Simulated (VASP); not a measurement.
# Zn2Ag5 (a cell with a defect) in VASP: further runs

The runs below take Zn2Ag5 (a cell with a defect) through single point, with LDA.

All numbers are computed with VASP 6.6.1; they aren't measurements. Logs are shortened: lines on timing, memory, paths and dates and some standing lists are left out, and cuts for length are marked.

### Step 1. Starting point

The cell holds a defect, 7 atoms: a = 8.083 Å, b = 4.041 Å, c = 4.041 Å, α = 90.00°, β = 90.00°, γ = 90.00°.

### Step 2. Single point, LDA

File INCAR:

```
PREC = Accurate
ENCUT = 520
EDIFF = 1E-6
ISMEAR = -1
SIGMA = 0.1
LREAL = False
LASPH = True
NELM = 100
ALGO = Normal
ISIF = 2
LWAVE = False
LCHARG = True
LELF = True
LVHAR = True
NBANDS = 48
```

File KPOINTS:

```
regular mesh
0
Gamma
  2 3 3
```

File POSCAR:

```
Zn2Ag5
1.0
    8.0826260000      0.0000000000      0.0000000000
    0.0000000000      4.0413130000      0.0000000000
    0.0000000000      0.0000000000      4.0413130000
Zn Ag
2 5
Direct
    0.0000000000      0.0000000000      0.0000000000
    0.5000000000      0.0000000000      0.0000000000
    0.0038027245      0.5000001237      0.5000001237
    0.2499999381      0.4999998763      0.0000000000
    0.5000000000      0.4999998763      0.4999998763
    0.7500000619      0.0000000000      0.4999998763
    0.7500000619      0.4999998763      0.0000000000
```

Potentials or basis: VASP PAW LDA potentials, release 64 (Zn, Ag).

Command:

```
> cat potpaw_LDA.64/Zn/POTCAR potpaw_LDA.64/Ag/POTCAR > POTCAR
> mpirun -np 1 vasp_std > vasp.out
```

OUTCAR:

```text
PREC = Accurate
   ENCUT = 520
   EDIFF = 1E-6
   ISMEAR = -1
   LREAL = False
   LASPH = True
   NELM = 100
   ISIF = 2

 ion  position               nearest neighbor table
   1  0.000  0.000  0.000-   4 2.86   6 2.86   7 2.86   6 2.86   4 2.86   7 2.86   3 2.86   3 2.86
                             3 2.86   3 2.86
   2  0.500  0.000  0.000-   5 2.86   5 2.86   5 2.86   7 2.86   4 2.86   6 2.86   5 2.86   6 2.86
                             7 2.86   4 2.86
   3  0.004  0.500  0.500-   4 2.84   4 2.84   1 2.86   1 2.86   1 2.86   1 2.86   7 2.88   6 2.88
                             6 2.88   7 2.88
   4  0.250  0.500  0.000-   3 2.84   3 2.84   1 2.86   1 2.86   2 2.86   5 2.86   2 2.86   5 2.86

   5  0.500  0.500  0.500-   2 2.86   2 2.86   2 2.86   4 2.86   6 2.86   7 2.86   2 2.86   4 2.86
                             7 2.86   6 2.86
   6  0.750  0.000  0.500-   1 2.86   7 2.86   1 2.86   7 2.86   7 2.86   2 2.86   5 2.86   7 2.86
                             5 2.86   2 2.86   3 2.88   3 2.88
   7  0.750  0.500  0.000-   1 2.86   6 2.86   1 2.86   6 2.86   6 2.86   2 2.86   5 2.86   6 2.86
                             5 2.86   2 2.86   3 2.88   3 2.88

  LATTYP: Found a simple tetragonal cell.
 ALAT       =     4.0413130000
 C/A-ratio  =     2.0000000000

  Lattice vectors:

 A1 = (   0.0000000000,   4.0413130000,   0.0000000000)
 A2 = (   0.0000000000,   0.0000000000,   4.0413130000)
 A3 = (   8.0826260000,   0.0000000000,   0.0000000000)

Analysis of symmetry for initial positions (statically):
=====================================================================
 Subroutine PRICEL returns:
 Original cell was already a primitive cell.

 Routine SETGRP: Setting up the symmetry group for a
 simple tetragonal supercell.

 Subroutine GETGRP returns: Found  4 space group operations
 (whereof  4 operations were pure point group operations)
 out of a pool of 16 trial point group operations.

The static configuration has the point symmetry C_2v.

Analysis of symmetry for dynamics (positions and initial velocities):
=====================================================================
 Subroutine PRICEL returns:
 Original cell was already a primitive cell.

 Routine SETGRP: Setting up the symmetry group for a
 simple tetragonal supercell.

 Subroutine GETGRP returns: Found  4 space group operations
 (whereof  4 operations were pure point group operations)
 out of a pool of 16 trial point group operations.

The dynamic configuration has the point symmetry C_2v.

 Subroutine INISYM returns: Found  4 space group operations
 (whereof  4 operations are pure point group operations),
 and found     1 'primitive' translations

----------------------------------------------------------------------------------------

                                     Primitive cell

  volume of cell :     132.0072

  direct lattice vectors                    reciprocal lattice vectors
     8.082626000  0.000000000  0.000000000     0.123722167  0.000000000  0.000000000
     0.000000000  4.041313000  0.000000000     0.000000000  0.247444333  0.000000000
     0.000000000  0.000000000  4.041313000     0.000000000  0.000000000  0.247444333

  length of vectors
     8.082626000  4.041313000  4.041313000     0.123722167  0.247444333  0.247444333

  position of ions in fractional coordinates (direct lattice)
     0.000000000  0.000000000  0.000000000
     0.500000000  0.000000000  0.000000000
     0.003802724  0.500000124  0.500000124
     0.249999938  0.499999876  0.000000000
     0.500000000  0.499999876  0.499999876
     0.750000062  0.000000000  0.499999876
     0.750000062  0.499999876  0.000000000

  ion indices of the primitive-cell ions
   primitive index   ion index
                 1           1
                 2           2
                 3           3
                 4           4
                 5           5
                 6           6
                 7           7

----------------------------------------------------------------------------------------

 KPOINTS: regular mesh

Automatic generation of k-mesh.
 Grid dimensions read from file:
 generate k-points for:    2    3    3

 Generating k-lattice:

  Cartesian coordinates                     Fractional coordinates (reciprocal lattice)
     0.061861083  0.000000000  0.000000000     0.500000000  0.000000000  0.000000000
     0.000000000  0.082481444  0.000000000     0.000000000  0.333333333  0.000000000
     0.000000000  0.000000000  0.082481444     0.000000000  0.000000000  0.333333333

  Length of vectors
     0.061861083  0.082481444  0.082481444

  Shift w.r.t. Gamma in fractional coordinates (k-lattice)
     0.000000000  0.000000000  0.000000000

 Subroutine IBZKPT returns following result:
 ===========================================

 Found      8 irreducible k-points:

 Following reciprocal coordinates:
            Coordinates               Weight
  0.000000  0.000000  0.000000      1.000000
  0.500000  0.000000  0.000000      1.000000
  0.000000  0.333333  0.000000      2.000000
  0.000000  0.000000  0.333333      2.000000
  0.500000  0.333333  0.000000      2.000000
  0.500000  0.000000  0.333333      2.000000
  0.000000  0.333333  0.333333      4.000000
  0.500000  0.333333  0.333333      4.000000
   k-points           NKPTS =      8   k-points in BZ     NKDIM =      8   number of bands    NBANDS=     48
   number of dos      NEDOS =    301   number of ions     NIONS =      7
   total plane-waves  NPLWV =  54000
   dimension x,y,z NGX =    60 NGY =   30 NGZ =   30
   dimension x,y,z NGXF=   120 NGYF=   60 NGZF=   60
   ions per type =               2   5
   NGX,Y,Z   is equivalent  to a cutoff of  12.34, 12.34, 12.34 a.u.
   NGXF,Y,Z  is equivalent  to a cutoff of  24.68, 24.68, 24.68 a.u.
 SYSTEM =  unknown system
   PREC   = accura    normal or accurate (medium, high low for compatibility)
   ISTART =      0    job   : 0-new  1-cont  2-samecut
   ICHARG =      2    charge: 1-file 2-atom 10-const
   ISPIN  =      1    spin polarized calculation?
   LNONCOLLINEAR =      F non collinear calculations
   LSORBIT =      F    spin-orbit coupling
   LASPH  =      T    aspherical Exc in radial PAW
   ENCUT  =  520.0 eV  38.22 Ry    6.18 a.u.  15.03  7.51  7.51*2*pi/ulx,y,z
   NELM   =    100;   NELMIN=  2; NELMDL= -5     # of ELM steps
   EDIFF  = 0.1E-05   stopping-criterion for ELM
   LREAL  =      F    real-space projection
   EDIFFG = 0.1E-04   stopping-criterion for IOM
   NSW    =      0    number of steps for IOM
   IBRION =     -1    ionic relax: 0-MD 1-quasi-New 2-CG
   NFREE  =      0    steps in history (QN), initial steepest desc. (CG)
   ISIF   =      2    stress and relaxation
   ISYM   =      2    0-nonsym 1-usesym 2-fastsym
   POTIM  = 0.5000    time-step for ionic-motion
   TEBEG  =    0.0;   TEEND  =   0.0 temperature during run
   PSTRESS=    0.0 pullay stress
   NELECT =      79.0000    total number of electrons
   NUPDOWN=      -1.0000    fix difference up-down
   EMIN   =  10.00;   EMAX   =-10.00  energy-range for DOS
   EFERMI =   0.00;   METHOD = LEGACY
   ISMEAR =    -1;   SIGMA  =   0.10  broadening in eV -4-tet -1-fermi 0-gaus
   EFERMI_NEDOS =   21; number of points for ismear=-14 and -15
   IALGO  =     38    algorithm
   IMIX   =      4    mixing-type and parameters
     AMIX     =   0.40;   BMIX     =  1.00
     AMIX_MAG =   1.60;   BMIX_MAG =  1.00
  volume/ion in A,a.u.               =      18.86       127.26
  Fermi-wavevector in a.u.,A,eV,Ry     =   1.379594  2.607055 25.895700  1.903280
  Thomas-Fermi vector in A             =   2.504549
   LORBIT       =      0    0 simple, 1 ext, 2 COOP (PROOUT), +10 PAW based schemes
   GGA     = CA    functional components
   LHFCALC =     F    Hartree Fock is set to
   AEXX    =    0.0000 exact exchange contribution
   IVDW    =     0    specifies the selected vdW correction
   LEPSILON=     F    determine dielectric tensor
   LRPA    =     F    only Hartree local field effects (RPA)
 non-spin polarized calculation
  energy-cutoff  :      520.00
  volume of cell :      132.01
 maximum number of plane-waves:      3591
   NGX = 31   NGY = 15   NGZ = 15

 number of electron      79.0000001 magnetization

 Free energy of the ion-electron system (eV)
  ---------------------------------------------------
  ext. energy  EPLUGINS =         0.00000000
  ---------------------------------------------------
  free energy    TOTEN  =       -21.37444048 eV

  energy without entropy =      -21.29163896  energy(sigma->0) =      -21.33303972

 E-fermi :   5.3492     XC(G=0): -11.5471

 val. band max:        5.0808863982   @ k =   0.5000   0.3333   0.3333
 cond. band min:       5.3910044388   @ k =   0.5000   0.3333   0.3333
 fundamental gap:      0.3101180406
 Fermi energy:         5.3491999842

 k-point     1 :       0.0000    0.0000    0.0000
  band No.  band energies     occupation
      1      -2.7376      2.00000
      2      -2.0376      2.00000
      3      -1.9582      2.00000
      4      -1.9369      2.00000
      5      -1.9242      2.00000
      6      -1.8913      2.00000
[... 40 lines left out ...]
     47      11.4467      0.00000
     48      11.6831      0.00000

 k-point     2 :       0.5000    0.0000    0.0000
  band No.  band energies     occupation
      1      -2.4579      2.00000
      2      -2.0703      2.00000
      3      -1.9694      2.00000
      4      -1.9368      2.00000
      5      -1.9105      2.00000
      6      -1.8755      2.00000
[... 40 lines left out ...]
     47      12.2572      0.00000
     48      13.2285      0.00000

 k-point     3 :       0.0000    0.3333    0.0000
  band No.  band energies     occupation
      1      -1.8805      2.00000
      2      -1.8417      2.00000
      3      -1.8144      2.00000
      4      -1.7973      2.00000
      5      -1.7888      2.00000
      6      -1.7812      2.00000
[... 40 lines left out ...]
     47      12.1535      0.00000
     48      12.3825      0.00000

 k-point     4 :       0.0000    0.0000    0.3333
  band No.  band energies     occupation
      1      -2.0056      2.00000
      2      -1.8966      2.00000
      3      -1.8841      2.00000
      4      -1.8096      2.00000
      5      -1.7870      2.00000
      6      -1.7806      2.00000
[... 40 lines left out ...]
     47      12.1928      0.00000
     48      12.3696      0.00000

 k-point     5 :       0.5000    0.3333    0.0000
  band No.  band energies     occupation
      1      -1.8952      2.00000
      2      -1.8567      2.00000
      3      -1.8177      2.00000
      4      -1.8017      2.00000
      5      -1.7899      2.00000
      6      -1.7853      2.00000
[... 40 lines left out ...]
     47      11.6457      0.00000
     48      13.3130      0.00000

 k-point     6 :       0.5000    0.0000    0.3333
  band No.  band energies     occupation
      1      -1.8656      2.00000
      2      -1.8585      2.00000
      3      -1.8326      2.00000
      4      -1.8218      2.00000
      5      -1.8112      2.00000
      6      -1.7929      2.00000
[... 40 lines left out ...]
     47      11.4619      0.00000
     48      13.2738      0.00000

 k-point     7 :       0.0000    0.3333    0.3333
  band No.  band energies     occupation
      1      -1.9154      2.00000
      2      -1.8978      2.00000
      3      -1.8724      2.00000
      4      -1.8483      2.00000
      5      -1.7889      2.00000
      6      -1.7727      2.00000
[... 40 lines left out ...]
     47      10.5523      0.00000
     48      11.6378      0.00000

 k-point     8 :       0.5000    0.3333    0.3333
  band No.  band energies     occupation
      1      -1.9154      2.00000
      2      -1.8911      2.00000
      3      -1.8562      2.00000
      4      -1.8493      2.00000
      5      -1.8439      2.00000
      6      -1.7699      2.00000
[... 40 lines left out ...]
     47      10.3684      0.00000
     48      10.7794      0.00000

------------------------ aborting loop because EDIFF is reached ----------------------------------------

  FORCE on cell =-STRESS in cart. coord.  units (eV):
  Direction    XX          YY          ZZ          XY          YZ          ZX
  --------------------------------------------------------------------------------------
  -------------------------------------------------------------------------------------
  Total      -11.5782561     -5.3008250     -5.9928741      0.0000000      0.0000000      0.0000000
  in kB     -140.5258674    -64.3363751    -72.7358095      0.0000000      0.0000000      0.0000000
  external PRESSURE =     -92.5326840 kB  Pullay stress =       0.0000000 kB

 VOLUME and BASIS-vectors are now :
 -----------------------------------------------------------------------------
  energy-cutoff  :      520.00
  volume of cell :      132.01
      direct lattice vectors                 reciprocal lattice vectors
     8.082626000  0.000000000  0.000000000     0.123722167  0.000000000  0.000000000
     0.000000000  4.041313000  0.000000000     0.000000000  0.247444333  0.000000000
     0.000000000  0.000000000  4.041313000     0.000000000  0.000000000  0.247444333

 POSITION                                       TOTAL-FORCE (eV/Angst)
 -----------------------------------------------------------------------------------
      0.00000      0.00000      0.00000        -0.036107      0.000000      0.000000
      4.04131      0.00000      0.00000         0.040020      0.000000      0.000000
      0.03074      2.02066      2.02066         0.002357      0.000000      0.000000
      2.02066      2.02066      0.00000         0.043120      0.000000      0.000000
      4.04131      2.02066      2.02066        -0.133922      0.000000      0.000000
      6.06197      0.00000      2.02066         0.042851      0.000000      0.000000
      6.06197      2.02066      0.00000         0.041681      0.000000      0.000000
 -----------------------------------------------------------------------------------
    total drift:                               -0.000078      0.000311      0.000126

  FREE ENERGIE OF THE ION-ELECTRON SYSTEM (eV)
  ---------------------------------------------------
  free  energy   TOTEN  =       -21.3744404799 eV

  energy  without entropy=      -21.2916389610  energy(sigma->0) =      -21.33303972
```

It took 37 s on 1 thread of Intel Xeon 6975P-C (Granite Rapids), shared host; peak memory 0.19 GiB.

Results:

```
Free energy            : -21.3744 eV
Pressure               : -9.3 GPa
Largest force          : 0.134 eV/Å
Band gap on the k mesh : none (metal or under the smearing width)
```

Forces in eV/Å, atoms in the order of the input:
```
Zn  -0.036  0.000  0.000
Zn   0.040  0.000  0.000
Ag   0.002  0.000  0.000
Ag   0.043  0.000  0.000
Ag  -0.134  0.000  0.000
Ag   0.043  0.000  0.000
Ag   0.042  0.000  0.000
```

Caveat: the k mesh is coarse (spacing up to 0.52 Å⁻¹), so the values aren't converged.

(Continued in part 2 of 3.)
